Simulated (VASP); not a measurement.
All values below come from PBE GGA, VASP's PBE PAW potentials (set 64) (plane waves; VASP 6.6.1).

A VASP calculation is set up with these files.

**POSCAR**
```
Eu
1
   -2.3358000000     2.3358000000     2.3358000000
    2.3358000000    -2.3358000000     2.3358000000
    2.3358000000     2.3358000000    -2.3358000000
Eu
1
Direct
  0.0000000000   0.0000000000   0.0000000000
```

INCAR:
```
PREC  =  Accurate
SYSTEM  =  Eu
ISIF  =  3   ! ions, shape and volume
LASPH  =  .TRUE.   ! aspherical one-centre terms
LWAVE  =  .FALSE.
SIGMA  =  0.1
IBRION  =  2   ! conjugate gradients
LREAL  =  .FALSE.   ! projection in real space or not
LCHARG  =  .FALSE.
NELM  =  100
GGA  =  PE   ! PBE
ALGO  =  Normal
NSW  =  40   ! most ionic steps
ISMEAR  =  1   ! Methfessel-Paxton
ENCUT  =  400
EDIFFG  =  -0.01   ! ionic stop
EDIFF  =  1E-6   ! SCF stop (eV)
LMAXMIX  =  6   ! l cut-off of mixed one-centre charges
```

KPOINTS:
```
Regular mesh
0
gamma
 8 8 8
```

POTCAR, in this order: Eu_2 (PBE.64 set). Program: vasp_std.

The 4f electrons are frozen in the core of the lanthanide potential, so 4f levels, which can set the real gap, and their magnetism are missing. Energy and stress use the plane-wave basis of the starting cell.

**Question.** What does the run give for the energy per atom (σ→0), volume per atom, band gap (on the k-mesh)?

**Answer.** 
```json
{
  "energy per atom (σ→0)": "-1.861 eV/atom",
  "band gap (on the k-mesh)": "none (metal, semimetal or under 0.01 eV)",
  "volume_per_atom": "43.54 Å³/atom"
}
```

File OSZICAR:
```
...
       N       E                     dE             d eps       ncg     rms          rms(c)
DAV:   1    -0.186440103375E+01   -0.35357E-02   -0.75192E-02   528   0.283E+00    0.242E-01
DAV:   2    -0.186203186897E+01    0.23692E-02   -0.23915E-03   696   0.491E-01    0.130E-01
DAV:   3    -0.186102975537E+01    0.10021E-02   -0.30256E-03   712   0.526E-01    0.593E-02
DAV:   4    -0.186103133079E+01   -0.15754E-05   -0.24469E-05   624   0.453E-02    0.282E-02
DAV:   5    -0.186103489836E+01   -0.35676E-05   -0.69268E-06   672   0.222E-02    0.302E-03
DAV:   6    -0.186103450589E+01    0.39247E-06   -0.18639E-07   256   0.424E-03
   4 F= -.18610345E+01 E0= -.18607255E+01  d E =-.350256E-01
```

The compound is Eu in the bcc structure. This run relaxes it. Symmetry was kept, so distortions that lower it aren't found.
